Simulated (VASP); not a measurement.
```
PbTe
1.0
    0.00000     3.22060     3.22060
    3.22060     0.00000     3.22060
    3.22060     3.22060     0.00000
Pb Te
1 1
Direct
  0.00000   0.00000   0.00000
  0.50000   0.50000   0.50000
```

All values below come from PBEsol GGA, VASP's PBE PAW potentials (set 64) (plane waves; VASP). Numerical set-up: 400 eV cut-off, Gaussian smearing of 0.050 eV, potentials Pb_d Te.

Unless said otherwise, spin-orbit coupling is left out, though it shifts the bands of the heavy elements here.

Question: Give the energies of bands 7 to 13 at the high-symmetry points, in eV from the valence-band maximum.

Answer: 
```csv
band,Γ,X,U,L,W
7,-5.59,-7.33,-8.02,-8.66,-8.04
8,-1.37,-4.60,-4.21,-0.90,-3.87
9,-1.37,-2.86,-2.35,-0.90,-3.87
10,-1.37,-2.86,-2.13,0.00,-0.36
11,4.07,3.17,3.55,0.65,1.63
12,4.07,5.50,3.79,1.22,5.17
13,4.07,5.50,5.05,1.22,5.17
```

The gap is direct, 0.65 eV, from the valence maximum at L to the conduction minimum at L.

The structure comes from a measured TePb entry (Fm-3m) of the Crystallography Open Database, whose conditions weren't checked. It was relaxed first.
